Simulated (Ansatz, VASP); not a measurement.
## CrCuSO: VASP beside Ansatz

Contents of INCAR:

```
PREC = Accurate ; ENCUT = 520
EDIFF = 1E-6 ; ISMEAR = -1
SIGMA = 0.1 ; LREAL = False
LASPH = True ; NELM = 150
ALGO = Normal ; ISIF = 2
LWAVE = False ; LCHARG = False
ISPIN = 2 ; MAGMOM = 1 1 0 0 3 3 0 0
LORBIT = 11 ; LMAXMIX = 4
LDAU = True ; LDAUTYPE = 2
LDAUL = 2 -1 2 -1 ; LDAUU = 5.94 0 4.57 0
LDAUJ = 0 0 0 0 ; LDAUPRINT = 1
GGA = PE ; NBANDS = 49
```

The input KPOINTS:

```
Automatic mesh
0
Gamma
  5 5 2
```

File POSCAR:

```
CrCuSO
1.0
    3.8082793000      0.0000000000      0.0000000000
    0.0000000000      3.8082793000      0.0000000000
    0.0000000000      0.0000000000      8.6141907600
Cu S Cr O
2 2 2 2
Direct
    0.7500000000      0.2500000000      0.5000000000
    0.2500000000      0.7500000000      0.5000000000
    0.2500000000      0.2500000000      0.3442000000
    0.7500000000      0.7500000000      0.6558000000
    0.2500000000      0.7500000000      0.0000000000
    0.7500000000      0.2500000000      0.0000000000
    0.2500000000      0.2500000000      0.9256000000
    0.7500000000      0.7500000000      0.0744000000
```

Input for Ansatz:

```yaml
crystal:
  lattice:
    - [3.8082793, 0.0, 0.0]
    - [0.0, 3.8082793, 0.0]
    - [0.0, 0.0, 8.61419076]
  atoms:
    - { symbol: Cu, position: [0.75, 0.25, 0.5], spin: 1.0 }
    - { symbol: Cu, position: [0.25, 0.75, 0.5], spin: 1.0 }
    - { symbol: S, position: [0.25, 0.25, 0.3442] }
    - { symbol: S, position: [0.75, 0.75, 0.6558] }
    - { symbol: Cr, position: [0.25, 0.75, 0.0], spin: 3.0 }
    - { symbol: Cr, position: [0.75, 0.25, 0.0], spin: 3.0 }
    - { symbol: O, position: [0.25, 0.25, 0.9256] }
    - { symbol: O, position: [0.75, 0.75, 0.0744] }
kpoints:
  mp_grid: { grid: [5, 5, 2], shift: [0.0, 0.0, 0.0] }
magnetization:
  spin_polarized: true
scf:
  occupations: { method: fermi_dirac }
  lower_state_search: "off"
  max_iter: 200
hamiltonian:
  pseudopotentials: { kind: paw }
  xc: pbe
  hubbard:
    projectors: all-electron-ortho-atomic
    sites:
      - { species: Cr, l: d, u_eff: 4.57 }
      - { species: Cu, l: d, u_eff: 5.94 }
basis:
  ecutwfc: 420
  fft_grid_basis: typed
output:
  forces: true
  stress: true
  eigenvalues: true
  bader: true
  populations: true
  elf: true
  write_potential: true
  volumetric_format: npy
  dos:
    e_range: [-12, 8]
    de: 0.05
    projected: { site_lists: { Cr: [Cr], Cu: [Cu], O: [O], S: [S] } }
checkpoint:
  read: saved_state
```

Alike in both runs: task single point; functional PBE; k mesh 5 × 5 × 2; collinear spin; Hubbard terms Cr d U = 4.57 eV, Cu d U = 5.94 eV.

```csv
,VASP,Ansatz
version,VASP 6.6.1,Ansatz 0.2.0
potentials or method,"VASP PAW PBE potentials, release 64 (Cu, S, Cr_pv, O)",PAW plane waves
plane-wave cutoff (eV),520,420
occupations,"fermi-dirac, width 0.1 eV",fermi-dirac
valence electrons in the cell,70,90
```

Ansatz gave:

| Quantity | Value |
| --- | --- |
| pressure (GPa) | 6.4 |
| largest component of the traceless stress (GPa) | 8.74 |
| rms of the force components (eV/Å) | 0.334 |
| net moment per atom (μB) | 0.89 |
| size of the moment on the site where the two differ most (μB) | 3.02 |

Task: What did VASP give for the same quantities?

Result: Pressure (GPa): 5.4; largest component of the traceless stress (GPa): 9.38; rms of the force components (eV/Å): 0.278; net moment per atom (μB): 0.88; size of the moment on the site where the two differ most (μB): 3.66.

Site moments also hang on the region over which each program counts them. The programs project onto different local orbitals, so the same U acts differently. Atom by atom the forces differ by 0.115 eV/Å (rms over components). The two sets of potentials don't hold the same shells in valence. Ansatz warned: «filled_band_counts_differ_across_k_points».

Caveats: the k mesh is coarse (spacing up to 0.36 Å⁻¹), so the values aren't converged. The state reached can hang on the start; a lower one may exist.
